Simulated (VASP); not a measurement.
```
CELL_PARAMETERS angstrom
      0.00000     2.12204     2.12204
      2.12204     0.00000     2.12204
      2.12204     2.12204     0.00000
ATOMIC_POSITIONS crystal
  Ti 0.00000 0.00000 0.00000
  C  0.50000 0.50000 0.50000
```

All values below come from PBEsol GGA, VASP's PBE PAW potentials (set 64) (plane waves; VASP 6.6.1). Numerical set-up: 620 eV cut-off, 15×15×15 Γ-centred mesh, first-order Methfessel-Paxton smearing of 0.10 eV, potentials Ti_sv C.

Energy and stress use the plane-wave basis of the starting cell.

Q: The ions, cell shape and volume at an external pressure of 20.0 GPa are relaxed. Give the cell that the relaxation ends in.

A: 
```
CELL_PARAMETERS angstrom
      0.00000     2.10059     2.10059
      2.10059     0.00000     2.10059
      2.10059     2.10059     0.00000
ATOMIC_POSITIONS crystal
  Ti 0.00000 0.00000 0.00000
  C  0.50000 0.50000 0.50000
```
Space group Fm-3m (225), at a tolerance of 0.03 Å.

Q: How do energy and volume change from the first to the last step?

A: The energy (σ→0) changes by +26.4 meV/atom and the volume by -3.0 %, in 3 ionic steps.

```json
[
 {"step": "1", "E(σ→0) (eV)": "-19.7808", "max force (eV/Å)": "0.000", "pressure (GPa)": "9.93", "volume (Å³)": "19.11"},
 {"step": "2", "E(σ→0) (eV)": "-19.5315", "max force (eV/Å)": "0.000", "pressure (GPa)": "41.72", "volume (Å³)": "17.50"},
 {"step": "3", "E(σ→0) (eV)": "-19.7279", "max force (eV/Å)": "0.000", "pressure (GPa)": "19.82", "volume (Å³)": "18.54"}
]
```

The compound is TiC in the rock salt structure. This run relaxes it under an external pressure of 20 GPa. Symmetry was kept, so distortions that lower it aren't found.
